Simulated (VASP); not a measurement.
Crystal: AlH5.

```
Al H
1.0
     4.22501    0.00000    0.00000
    -2.11251    3.65897    0.00000
     0.00000    0.00000    3.46423
Al H
1 5
Direct
  0.00000 0.00000 0.00000
  0.50000 0.00000 0.50000
  0.50000 0.50000 0.50000
  0.00000 0.50000 0.50000
  0.33333 0.66667 0.00000
  0.66667 0.33333 0.00000
```

The cell was built by a generator and needn't be a form met in nature.

The cell isn't the ideal one: species swapped into the PrPt5 type (P6/mmm, No. 191).

```yaml
Program: VASP 6.6.1
Task: relaxation of cell and atoms
Functional: PBE
Potentials_or_basis: VASP PAW PBE potentials, release 64 (Al, H)
Cutoff: 600 eV
k_mesh: 6 × 6 × 6
Occupations: gaussian, width 0.1 eV
Spin: no spin polarisation
```

At the start: pressure -19.3 GPa; volume 8.93 Å³/atom.

Question: Where does the relaxation end?

Answer: Over 23 steps the energy falls by 499.5 meV/atom and the volume is 5.43 Å³/atom (-39.2 %); space group P6/mmm (No. 191, to 0.05 Å).

The path:
```
step  energy change (eV)  largest force (eV/Å)  pressure (GPa)  volume (Å³)
   1              0.0000                0.0000          -19.31        53.55
   2             -0.9734                0.0000          -19.54        45.64
   3             -2.3150                0.0000           11.33        26.63
   4             -2.3732                0.0000           -4.52        30.67
   5             -2.3951                0.0000           -0.16        29.30
   6             -2.3945                0.0000            1.24        28.91
   7             -2.4197                0.0000            1.29        28.89
   8             -2.5125                0.0000            1.99        28.81
   9             -2.6819                0.0000            5.96        28.52
  10             -2.7168                0.0000           19.15        27.52
  11             -2.7978                0.0000           12.25        28.05
  12             -2.8040                0.0000           14.37        27.88
  13             -2.8012                0.0000           14.90        27.84
  14             -2.8045                0.0000           14.91        27.88
  15             -2.8095                0.0000           14.95        28.00
  16             -2.8165                0.0000           14.59        28.08
  17             -2.8364                0.0000           13.49        28.30
  18             -2.8720                0.0000           11.45        28.76
  19             -2.9276                0.0000            7.83        29.69
  20             -2.9831                0.0000            1.73        31.60
  21             -2.9861                0.0000            0.11        32.18
  22             -2.9902                0.0000            0.10        32.28
  23             -2.9968                0.0000            0.08        32.58
```

Final structure:
```cif
data_structure
_symmetry_space_group_name_H-M 'P 1'
_symmetry_Int_Tables_number 1
_cell_length_a 3.1887
_cell_length_b 3.1887
_cell_length_c 3.7001
_cell_angle_alpha 90.000
_cell_angle_beta 90.000
_cell_angle_gamma 120.000
_cell_volume 32.58
loop_
_atom_site_label
_atom_site_type_symbol
_atom_site_fract_x
_atom_site_fract_y
_atom_site_fract_z
_atom_site_occupancy
Al1 Al 0.00000 0.00000 0.00000 1
H1 H 0.50000 0.00000 0.50000 1
H2 H 0.50000 0.50000 0.50000 1
H3 H 0.00000 0.50000 0.50000 1
H4 H 0.33333 0.66667 0.00000 1
H5 H 0.66667 0.33333 0.00000 1
```

Caveat: the volume moved by over 15 % at a fixed basis, so the end points are rough.
